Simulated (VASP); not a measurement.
This VASP 6.6.1 run on Hf3Ti needs a look.

Contents of INCAR:

```
SYSTEM = Hf3Ti
  ALGO = Normal
  EDIFF = 1E-6
  ENCUT = 520
  GGA = AM
  ISIF = 2
  ISMEAR = -5
  LASPH = .True.
  LCHARG = .False.
  LMAXMIX = 4
  LREAL = .False.
  LWAVE = .False.
  NBANDS = 29
  NELM = 65
  PREC = Accurate
  SIGMA = 0.1
```

File Hf3Ti.cif:

```cif
data_Hf3Ti
_cell_length_a 3.00698873
_cell_length_b 3.00698873
_cell_length_c 7.56568221
_cell_angle_alpha 90.00000000
_cell_angle_beta 90.00000000
_cell_angle_gamma 120.00000000
_space_group_name_H-M_alt 'P-6m2'
_space_group_name_Hall 'P -6 2'
_space_group_IT_number 187
loop_
_space_group_symop_operation_xyz
'x,y,z'
'-x+y,-x,-z'
'-y,x-y,z'
'x,y,-z'
'-x+y,-x,z'
'-y,x-y,-z'
'-y,-x,-z'
'x,x-y,z'
'-x+y,y,-z'
'-y,-x,z'
'x,x-y,-z'
'-x+y,y,z'
loop_
_atom_site_label
_atom_site_type_symbol
_atom_site_symmetry_multiplicity
_atom_site_Wyckoff_symbol
_atom_site_fract_x
_atom_site_fract_y
_atom_site_fract_z
_atom_site_occupancy
Hf1 Hf 1 b 0.0000000000 0.0000000000 0.5000000000 1
Hf2 Hf 2 i 0.6666666667 0.3333333333 0.8033263700 1
Ti1 Ti 1 a 0.0000000000 0.0000000000 0.0000000000 1
```

Contents of KPOINTS:

```
k-points
0
Gamma
  2 1 1
  0 0 0
```

The input POSCAR:

```
Hf Ti
 1.0000000000000000
     3.0069887300000002    0.0000000000000000    0.0000000000000000
    -1.5034943649999994    2.6041286290735068    0.0000000000000000
     0.0000000000000000    0.0000000000000000    7.5656822100000003
 Hf  Ti 
   3   1
Cartesian
  0.0000000000000000  0.0000000000000000  3.7828411050000001
  1.5034943651503498  0.8680428762710313  6.0777120263328763
  1.5034943648496504  0.8680428762710312  1.4879701836671235
  0.0000000000000000  0.0000000000000000  0.0000000000000000
```

Contents of KPOINTS_OPT:

```
path GMKGALHA,LM,KH
20
line-mode
reciprocal
 0.0000000000  0.0000000000  0.0000000000  G
 0.5000000000  0.0000000000  0.0000000000  M

 0.5000000000  0.0000000000  0.0000000000  M
 0.3333333333  0.3333333333  0.0000000000  K

 0.3333333333  0.3333333333  0.0000000000  K
 0.0000000000  0.0000000000  0.0000000000  G

 0.0000000000  0.0000000000  0.0000000000  G
 0.0000000000  0.0000000000  0.5000000000  A

 0.0000000000  0.0000000000  0.5000000000  A
 0.5000000000  0.0000000000  0.5000000000  L

 0.5000000000  0.0000000000  0.5000000000  L
 0.3333333333  0.3333333333  0.5000000000  H

 0.3333333333  0.3333333333  0.5000000000  H
 0.0000000000  0.0000000000  0.5000000000  A

 0.5000000000  0.0000000000  0.5000000000  L
 0.5000000000  0.0000000000  0.0000000000  M

 0.3333333333  0.3333333333  0.0000000000  K
 0.3333333333  0.3333333333  0.5000000000  H
```

Potentials or basis: VASP PAW PBE potentials, release 64 (Hf_pv, Ti_sv).

Command:

```sh
$ ase convert -i cif -o vasp Hf3Ti.cif POSCAR
$ cat potpaw_PBE.64/Hf_pv/POTCAR potpaw_PBE.64/Ti_sv/POTCAR > POTCAR
$ mpirun -np 1 vasp_std > vasp.out
```

OUTCAR:

```text
SYSTEM = Hf3Ti
   EDIFF = 1E-6
   ENCUT = 520
   GGA = AM
   ISIF = 2
   ISMEAR = -5
   LASPH = .True.
   LREAL = .False.
   NELM = 65
   PREC = Accurate
[... 121 lines left out ...]
|     EEEEEEE  RRRRRR   RRRRRR   OOOOOOO  RRRRRR      ###     ###     ###     |
|     E        R     R  R     R  O     O  R     R     ###     ###     ###     |
|     E        R     R  R     R  O     O  R     R     ###     ###     ###     |
|     EEEEE    RRRRRR   RRRRRR   O     O  RRRRRR       #       #       #      |
|     E        R   R    R   R    O     O  R   R                               |
|     E        R    R   R    R   O     O  R    R      ###     ###     ###     |
|     EEEEEEE  R     R  R     R  OOOOOOO  R     R     ###     ###     ###     |
|                                                                             |
|     IBZKPT: tetrahedron method fails for NKPT<4. NKPT = 2                   |
|                                                                             |
|       ---->  I REFUSE TO CONTINUE WITH THIS SICK JOB ... BYE!!! <----       |
|                                                                             |
 -----------------------------------------------------------------------------
```

On the terminal:

```text
POSCAR found type information on POSCAR HfTi
 POSCAR found :  2 types and       4 ions
[... 44 lines left out ...]

1
```

Question: Diagnose the run.

Answer: The program refused the input. The input holds a flaw that was put in on purpose: tetrahedra on too few k points (ISMEAR = -5; k = 2 × 1 × 1).
